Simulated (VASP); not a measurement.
Given:

```
CELL_PARAMETERS angstrom
      3.33082     0.00000     0.00000
      0.00000     3.33082     0.00000
      0.00000     0.00000     3.33082
ATOMIC_POSITIONS crystal
  Au 0.00000 0.00000 0.00000
  Cl 0.50000 0.50000 0.50000
```

These are PBEsol GGA, VASP's PBE PAW potentials (set 64) (plane waves; VASP 6.6.1) values and carry that method's errors. Run with 400 eV cut-off, Gaussian smearing of 0.050 eV, potentials Au Cl.

Unless said otherwise, spin-orbit coupling is left out, though it shifts the bands of the heavy elements here.

Question: Estimate the band gap (along the path) with the smallest direct gap where there is one.

Answer: 
```
Quantity                                                      Value
-------------------------  ----------------------------------------
band gap (along the path)  none (metal, semimetal or under 0.01 eV)
```

Total energies compare only between runs with the same potentials, cut-off and functional.

The structure was generated: AuCl was put into the CsCl type type (Pm-3m), which need not be its known phase. It was relaxed first, which changed the volume by +25 %.
